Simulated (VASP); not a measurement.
All values below come from PBE GGA, VASP's PBE PAW potentials (set 64) (plane waves; VASP 6.6.1).

A VASP calculation is set up with these files.

**INCAR**
```
! general
SYSTEM = NaCl
PREC   = Accurate
ENCUT  = 600
LREAL  = F   ! projection in real space or not
LASPH  = T

! electronic loop
EDIFF  = 1E-6   ! SCF stop (eV)
NELM   = 100
ALGO   = Normal   ! blocked Davidson

! smearing
ISMEAR = 0
SIGMA  = 0.01   ! width (eV)

! functional
GGA    = PE

! ions
ISIF   = 2   ! forces and stress, cell fixed

! output
LWAVE  = F
LCHARG = F
```

File KPOINTS:
```
Automatic mesh
0
Gamma
5 5 5
0 0 0
```

File POSCAR:
```
NaCl
1
    0.0000000000     2.7881970000     2.7881970000
    2.7881970000     0.0000000000     2.7881970000
    2.7881970000     2.7881970000     0.0000000000
Na Cl
1 1
Direct
  0.0000000000   0.0000000000   0.0000000000
  0.5000000000   0.5000000000   0.5000000000
```

POTCAR, in this order: Na_pv Cl (PBE.64 set). Program: vasp_std.

Problem. What will the output report for the number of irreducible k-points (NKPTS), largest plane-wave count, number of space-group operations, FFT grid (NGX, NGY, NGZ)?

Solution. 
* **number of irreducible k-points (NKPTS)**: 10
* **largest plane-wave count**: 1459
* **number of space-group operations**: 48
* **FFT grid (NGX, NGY, NGZ)**: 32 × 32 × 32

The structure comes from a computed database's NaCl entry; how it stands against other phases isn't given here. The cell was not relaxed at this level. The run is one of a series of settings (ENCUT = 600 against the base run), some of them coarse on purpose.
